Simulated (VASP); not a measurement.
Calculation: LDA (Ceperley-Alder, Perdew-Zunger), VASP's LDA PAW potentials (set 64) (plane waves; VASP 6.6.1).

VASP ran on this input.

File POSCAR:
```
TiO2
1
    4.5535591872     0.0000000000     0.0000000000
    0.0000000000     4.5535591872     0.0000000000
    0.0000000000     0.0000000000     2.9236576914
Ti O
2 4
Direct
  0.0000000000   0.0000000000   0.0000000000
  0.5000000000   0.5000000000   0.5000000000
  0.3039998716   0.3039998716   1.0000000000
  0.8039998716   0.1960001284   0.5000000000
  0.1960001284   0.8039998716   0.5000000000
  0.6960001284   0.6960001284   0.0000000000
```

**KPOINTS**
```
Automatic mesh
0
Gamma
5 5 7
0 0 0
```

**INCAR**
```
SYSTEM  =  TiO2
PREC  =  Accurate; ENCUT  =  520; LREAL  =  F
LASPH  =  T
EDIFF  =  1E-6; NELM  =  100; ALGO  =  Normal
LMAXMIX  =  4
ISMEAR  =  0; SIGMA  =  0.05
IBRION  =  2; NSW  =  60; ISIF  =  3
EDIFFG  =  -0.02
LWAVE  =  F; LCHARG  =  F
```

POTCAR, in this order: Ti_sv O (LDA.64 set). Program: vasp_std.

Problem. What does the run give for the energy per atom (σ→0), band gap (on the k-mesh)?

Solution. 
The energy per atom (σ→0) comes out as -9.796 eV/atom and the band gap (on the k-mesh) is 1.82 eV.

### OSZICAR
```
...
DAV:   9    -0.587745059893E+02    0.20633E+00   -0.20086E+00  1708   0.128E+01    0.124E+00
DAV:  10    -0.587788514514E+02   -0.43455E-02   -0.12924E-01  1636   0.275E+00    0.203E-01
DAV:  11    -0.587786647769E+02    0.18667E-03   -0.70118E-03  1688   0.596E-01    0.661E-02
DAV:  12    -0.587787339845E+02   -0.69208E-04   -0.72345E-04  1972   0.230E-01    0.731E-02
DAV:  13    -0.587786880912E+02    0.45893E-04   -0.30114E-04  1812   0.145E-01    0.895E-03
DAV:  14    -0.587786886033E+02   -0.51213E-06   -0.13930E-05  1724   0.304E-02    0.711E-03
DAV:  15    -0.587786883791E+02    0.22423E-06   -0.27117E-06  1252   0.112E-02
   1 F= -.58778688E+02 E0= -.58778688E+02  d E =-.587787E+02
```

The compound is TiO2 in the rutile structure. It was relaxed first. The start is the result of an earlier pass.
